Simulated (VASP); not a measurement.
# SiB (P-6m2) in VASP: settings compared

The runs below take SiB through relaxation of cell and atoms, single point, with PBE, r2SCAN.

Program: VASP 6.6.1. These are calculated values, not measurements. Logs are shortened: lines on timing, memory, paths and dates and some standing lists are left out, and cuts for length are marked.

### Step 1. Starting point

Symmetry: P-6m2, No. 187, hexagonal system. The conventional cell has a = 3.410 Å, b = 3.410 Å, c = 9.455 Å, α = 90.00°, β = 90.00°, γ = 120.00°. Around Si (site symmetry 3m) lie 3 B at 2.01 Å. Si (site symmetry 3m) has 4 B at 2.07 to 2.28 Å as nearest neighbours. B (site symmetry 3m) is surrounded by 1 B at 1.70 Å. B (site symmetry 3m) is surrounded by 1 B at 1.91 Å and 3 Si at 2.01 Å.

The cell was built by a generator and needn't be a form met in nature.

### Step 2. Relaxation of cell and atoms, PBE

INCAR

```
SYSTEM = SiB
PREC = Accurate
ENCUT = 520
EDIFF = 1E-6
ISMEAR = 0
SIGMA = 0.1
LREAL = .False.
LASPH = .True.
NELM = 120
ALGO = Normal
ISIF = 3
LWAVE = .False.
LCHARG = .False.
GGA = PE
IBRION = 2
NSW = 90
EDIFFG = -0.01
KPAR = 4
```

KPOINTS

```
Automatic mesh
0
Gamma
  10 10 4
  0 0 0
```

POSCAR

```
SiB
1.0
    3.4099365100      0.0000000000      0.0000000000
   -1.7049682500      2.9530916400      0.0000000000
    0.0000000000      0.0000000000      9.4550000000
Si B
4 4
Direct
    0.0000000000      0.0000000000      0.1459545200
    0.0000000000      0.0000000000      0.8540454800
    0.3333333300      0.6666666700      0.3422527800
    0.3333333300      0.6666666700      0.6577472200
    0.6666666700      0.3333333300      0.4098360700
    0.6666666700      0.3333333300      0.5901639300
    0.3333333300      0.6666666700      0.1007932300
    0.3333333300      0.6666666700      0.8992067700
```

Potentials or basis: VASP PAW PBE potentials, release 64 (Si, B).

Run with:

```bash
cat potpaw_PBE.64/Si/POTCAR potpaw_PBE.64/B/POTCAR > POTCAR
mpirun -np 4 vasp_std > vasp.out
```

OUTCAR:

```text
SYSTEM = SiB
   PREC = Accurate
   ENCUT = 520
   EDIFF = 1E-6
   ISMEAR = 0
   LREAL = .False.
   LASPH = .True.
   NELM = 120
   ISIF = 3
   GGA = PE
   IBRION = 2
   NSW = 90
   EDIFFG = -0.01

 ion  position               nearest neighbor table
   1  0.000  0.000  0.146-   7 2.01   7 2.01   7 2.01   3 2.71   3 2.71   3 2.71   2 2.76
   2  0.000  0.000  0.854-   8 2.01   8 2.01   8 2.01   4 2.71   4 2.71   4 2.71   1 2.76
   3  0.333  0.667  0.342-   5 2.07   5 2.07   5 2.07   7 2.28   1 2.71   1 2.71   1 2.71   4 2.98

   4  0.333  0.667  0.658-   6 2.07   6 2.07   6 2.07   8 2.28   2 2.71   2 2.71   2 2.71   3 2.98

   5  0.667  0.333  0.410-   6 1.70   3 2.07   3 2.07   3 2.07
   6  0.667  0.333  0.590-   5 1.70   4 2.07   4 2.07   4 2.07
   7  0.333  0.667  0.101-   8 1.91   1 2.01   1 2.01   1 2.01   3 2.28
   8  0.333  0.667  0.899-   7 1.91   2 2.01   2 2.01   2 2.01   4 2.28

  LATTYP: Found a hexagonal cell.
 ALAT       =     3.4099365100
 C/A-ratio  =     2.7727788985

  Lattice vectors:

 A1 = (   3.4099365100,   0.0000000000,   0.0000000000)
 A2 = (  -1.7049682500,   2.9530916400,   0.0000000000)
 A3 = (   0.0000000000,   0.0000000000,   9.4550000000)

Analysis of symmetry for initial positions (statically):
=====================================================================
 Subroutine PRICEL returns:
 Original cell was already a primitive cell.

 Routine SETGRP: Setting up the symmetry group for a
 hexagonal supercell.

 Subroutine GETGRP returns: Found 12 space group operations
 (whereof 12 operations were pure point group operations)
 out of a pool of 24 trial point group operations.

The static configuration has the point symmetry D_3h.

Analysis of symmetry for dynamics (positions and initial velocities):
=====================================================================
 Subroutine PRICEL returns:
 Original cell was already a primitive cell.

 Routine SETGRP: Setting up the symmetry group for a
 hexagonal supercell.

 Subroutine GETGRP returns: Found 12 space group operations
 (whereof 12 operations were pure point group operations)
 out of a pool of 24 trial point group operations.

The dynamic configuration has the point symmetry D_3h.

 Subroutine INISYM returns: Found 12 space group operations
 (whereof 12 operations are pure point group operations),
 and found     1 'primitive' translations

----------------------------------------------------------------------------------------

                                     Primitive cell

  volume of cell :      95.2105

  direct lattice vectors                    reciprocal lattice vectors
     3.409936510  0.000000000  0.000000000     0.293260592  0.169314081  0.000000000
    -1.704968250  2.953091640  0.000000000     0.000000000  0.338628164  0.000000000
     0.000000000  0.000000000  9.455000000     0.000000000  0.000000000  0.105764146

  length of vectors
     3.409936510  3.409936505  9.455000000     0.338628163  0.338628164  0.105764146

  position of ions in fractional coordinates (direct lattice)
     0.000000000  0.000000000  0.145954520
     0.000000000  0.000000000  0.854045480
     0.333333330  0.666666670  0.342252780
     0.333333330  0.666666670  0.657747220
     0.666666670  0.333333330  0.409836070
     0.666666670  0.333333330  0.590163930
     0.333333330  0.666666670  0.100793230
     0.333333330  0.666666670  0.899206770

  ion indices of the primitive-cell ions
   primitive index   ion index
                 1           1
                 2           2
                 3           3
                 4           4
                 5           5
                 6           6
                 7           7
                 8           8

----------------------------------------------------------------------------------------

 KPOINTS: Automatic mesh

Automatic generation of k-mesh.
 Grid dimensions read from file:
 generate k-points for:   10   10    4

 Generating k-lattice:

  Cartesian coordinates                     Fractional coordinates (reciprocal lattice)
     0.029326059  0.016931408  0.000000000     0.100000000 -0.000000000  0.000000000
     0.000000000  0.033862816  0.000000000     0.000000000  0.100000000  0.000000000
     0.000000000  0.000000000  0.026441036     0.000000000  0.000000000  0.250000000

  Length of vectors
     0.033862816  0.033862816  0.026441036

  Shift w.r.t. Gamma in fractional coordinates (k-lattice)
     0.000000000  0.000000000  0.000000000

 Subroutine IBZKPT returns following result:
 ===========================================

 Found     42 irreducible k-points:

 Following reciprocal coordinates:
            Coordinates               Weight
  0.000000  0.000000  0.000000      1.000000
  0.100000 -0.000000  0.000000      6.000000
  0.200000 -0.000000  0.000000      6.000000
  0.300000 -0.000000  0.000000      6.000000
  0.400000 -0.000000  0.000000      6.000000
  0.500000 -0.000000  0.000000      3.000000
[... 16 lines left out ...]
  0.300000  0.100000  0.250000     24.000000
  0.400000  0.100000  0.250000     24.000000
 [... further k-points ...]
   k-points           NKPTS =     42   k-points in BZ     NKDIM =     42   number of bands    NBANDS=     19
   number of dos      NEDOS =    301   number of ions     NIONS =      8
   total plane-waves  NPLWV =  54880
   dimension x,y,z NGX =    28 NGY =   28 NGZ =   70
   dimension x,y,z NGXF=    56 NGYF=   56 NGZF=  140
   ions per type =               4   4
   NGX,Y,Z   is equivalent  to a cutoff of  13.65, 13.65, 12.31 a.u.
   NGXF,Y,Z  is equivalent  to a cutoff of  27.30, 27.30, 24.62 a.u.
 SYSTEM =  SiB
   PREC   = accura    normal or accurate (medium, high low for compatibility)
   ISTART =      0    job   : 0-new  1-cont  2-samecut
   ICHARG =      2    charge: 1-file 2-atom 10-const
   ISPIN  =      1    spin polarized calculation?
   LNONCOLLINEAR =      F non collinear calculations
   LSORBIT =      F    spin-orbit coupling
   LASPH  =      T    aspherical Exc in radial PAW
   ENCUT  =  520.0 eV  38.22 Ry    6.18 a.u.   6.34  6.34 17.58*2*pi/ulx,y,z
   NELM   =    120;   NELMIN=  2; NELMDL= -5     # of ELM steps
   EDIFF  = 0.1E-05   stopping-criterion for ELM
   LREAL  =      F    real-space projection
   EDIFFG = -.1E-01   stopping-criterion for IOM
   NSW    =     90    number of steps for IOM
   IBRION =      2    ionic relax: 0-MD 1-quasi-New 2-CG
   NFREE  =      1    steps in history (QN), initial steepest desc. (CG)
   ISIF   =      3    stress and relaxation
   ISYM   =      2    0-nonsym 1-usesym 2-fastsym
   POTIM  = 0.5000    time-step for ionic-motion
   TEBEG  =    0.0;   TEEND  =   0.0 temperature during run
   PSTRESS=    0.0 pullay stress
   NELECT =      28.0000    total number of electrons
   NUPDOWN=      -1.0000    fix difference up-down
   EMIN   =  10.00;   EMAX   =-10.00  energy-range for DOS
   EFERMI =   0.00;   METHOD = LEGACY
   ISMEAR =     0;   SIGMA  =   0.10  broadening in eV -4-tet -1-fermi 0-gaus
   EFERMI_NEDOS =   21; number of points for ismear=-14 and -15
   IALGO  =     38    algorithm
   IMIX   =      4    mixing-type and parameters
     AMIX     =   0.40;   BMIX     =  1.00
     AMIX_MAG =   1.60;   BMIX_MAG =  1.00
  volume/ion in A,a.u.               =      11.90        80.31
  Fermi-wavevector in a.u.,A,eV,Ry     =   1.088678  2.057302 16.125880  1.185219
  Thomas-Fermi vector in A             =   2.224864
   LORBIT       =      0    0 simple, 1 ext, 2 COOP (PROOUT), +10 PAW based schemes
   GGA     = PE    functional components
   LHFCALC =     F    Hartree Fock is set to
   AEXX    =    0.0000 exact exchange contribution
   IVDW    =     0    specifies the selected vdW correction
   LEPSILON=     F    determine dielectric tensor
   LRPA    =     F    only Hartree local field effects (RPA)
 conjugate gradient relaxation of ions
 non-spin polarized calculation
 Gauss-broadening in eV      SIGMA  =   0.10
  energy-cutoff  :      520.00
  volume of cell :       95.21
 maximum number of plane-waves:      2589
 NGX is ok and might be reduce to    28
   NGX = 13   NGY = 13   NGZ = 35

--------------------------------------- Ionic step        1  -------------------------------------------

 number of electron      28.0000000 magnetization

 Free energy of the ion-electron system (eV)
  ---------------------------------------------------
  ext. energy  EPLUGINS =         0.00000000
  ---------------------------------------------------
  free energy    TOTEN  =       -45.15379216 eV

  energy without entropy =      -45.14213690  energy(sigma->0) =      -45.14796453

------------------------ aborting loop because EDIFF is reached ----------------------------------------

  FORCE on cell =-STRESS in cart. coord.  units (eV):
  Direction    XX          YY          ZZ          XY          YZ          ZX
  --------------------------------------------------------------------------------------
  -------------------------------------------------------------------------------------
  Total       -0.1392436     -0.1392436      0.2011399     -0.0000000      0.0000000      0.0000000
  in kB       -2.3431550     -2.3431550      3.3847304     -0.0000000      0.0000000      0.0000000
  external PRESSURE =      -0.4338599 kB  Pullay stress =       0.0000000 kB
[... 237 lines left out ...]
  energy  without entropy=      -45.1453383853  energy(sigma->0) =      -45.15138912

--------------------------------------- Ionic step        7  -------------------------------------------

 number of electron      28.0000001 magnetization

 Free energy of the ion-electron system (eV)
  ---------------------------------------------------
  ext. energy  EPLUGINS =         0.00000000
  ---------------------------------------------------
  free energy    TOTEN  =       -45.15757863 eV

  energy without entropy =      -45.14535923  energy(sigma->0) =      -45.15146893

 E-fermi :   7.5188     XC(G=0): -10.8002

 val. band max:        7.4803016913   @ k =   0.4000   0.1000   0.2500
 cond. band min:       7.5194263010   @ k =   0.4000   0.1000   0.5000
 fundamental gap:      0.0391246097
 Fermi energy:         7.5187527022

 k-point     1 :       0.0000    0.0000    0.0000
  band No.  band energies     occupation
      1      -6.5056      2.00000
      2      -5.2843      2.00000
      3      -4.5850      2.00000
      4      -1.0427      2.00000
      5      -0.1029      2.00000
      6       5.3760      2.00000
[... 11 lines left out ...]
     18      10.9516      0.00000
     19      11.0129      0.00000
[... 489 lines left out ...]
      3      -1.8106      2.00000
      4      -1.1164      2.00000
      5      -0.5726      2.00000
      6       0.4558      2.00000
[... 11 lines left out ...]
     18       9.2838      0.00000
     19      11.2171      0.00000

 [... further k-points ...]

------------------------ aborting loop because EDIFF is reached ----------------------------------------

  FORCE on cell =-STRESS in cart. coord.  units (eV):
  Direction    XX          YY          ZZ          XY          YZ          ZX
  --------------------------------------------------------------------------------------
  -------------------------------------------------------------------------------------
  Total        0.0702631      0.0702631      0.0633667      0.0000000      0.0000000      0.0000000
  in kB        1.1793776      1.1793776      1.0636211      0.0000000      0.0000000      0.0000000
  external PRESSURE =       1.1407921 kB  Pullay stress =       0.0000000 kB
[... 23 lines left out ...]
  FREE ENERGIE OF THE ION-ELECTRON SYSTEM (eV)
  ---------------------------------------------------
  free  energy   TOTEN  =       -45.1575786329 eV

  energy  without entropy=      -45.1453592343  energy(sigma->0) =      -45.15146893

 reached required accuracy - stopping structural energy minimisation
```

Run time: 45 s. Hardware: 4 MPI ranks of Intel Xeon Platinum 8559C (Emerald Rapids), shared host; peak memory 0.24 GiB.

Results:

```yaml
Free_energy: -45.1576 eV
Relaxed_volume: 11.93 Å³/atom
Relaxed_cell: a = 3.407 Å, b = 3.407 Å, c = 9.497 Å, α = 90.00°, β = 90.00°, γ = 120.00°
Space_group_after_relaxing_to_0.05_Å: P-6m2 (No. 187)
Energy_gained_by_relaxing: 0.5 meV/atom
Ionic_steps: 7
Pressure_after_relaxing: 0.1 GPa
Largest_force_after_relaxing: 0.010 eV/Å
Band_gap_on_the_k_mesh: none (metal or under the smearing width)
```

Forces in eV/Å, atoms in the order of the input:
```
Si   0.000  0.000  0.006
Si   0.000  0.000 -0.006
Si   0.000  0.000 -0.004
Si   0.000  0.000  0.004
B    0.000  0.000 -0.006
B    0.000  0.000  0.006
B    0.000  0.000  0.010
B    0.000  0.000 -0.010
```

Step by step:
```tsv
step	energy change (eV)	largest force (eV/Å)	pressure (GPa)	volume (Å³)
1	0.0000	0.1106	-0.04	95.21
2	-0.0020	0.0749	0.10	95.17
3	-0.0021	0.0680	0.16	95.15
4	-0.0031	0.0355	0.04	95.30
5	-0.0032	0.0449	-0.02	95.38
6	-0.0036	0.0255	0.04	95.42
7	-0.0038	0.0100	0.11	95.45
```

Final structure:
```xyz
8
Lattice="3.4068 0.0000 0.0000 -1.7034 2.9503 0.0000 0.0000 0.0000 9.4967" Properties=species:S:1:pos:R:3 pbc="T T T"
Si    1.7034    2.9503    1.3663
Si    0.0000    0.0000    8.1304
Si    0.0000    1.9669    3.2642
Si    0.0000    1.9669    6.2325
B     1.7034    0.9834    3.8890
B     1.7034    0.9834    5.6078
B     0.0000    1.9669    0.9631
B     0.0000    1.9669    8.5336
```

Levels at points of the mesh, in eV from the Fermi level:
```
           k point  band 11  band 12  band 13  band 14  band 15  band 16  band 17  band 18
(0.00, 0.00, 0.00)    -0.58    -0.44    -0.44     1.28     1.28     2.02     2.94     3.43
(0.50, 0.00, 0.00)    -3.44    -2.52    -2.52    -0.13     0.00     0.81     0.85     1.93
(0.00, 0.00, 0.50)    -0.20    -0.20     1.13     1.13     1.42     1.98     2.91     3.27
(0.50, 0.00, 0.50)    -2.87    -2.28    -1.42    -0.67    -0.66    -0.33     0.72     0.74
```

(Part 1 of 2 ends here.)
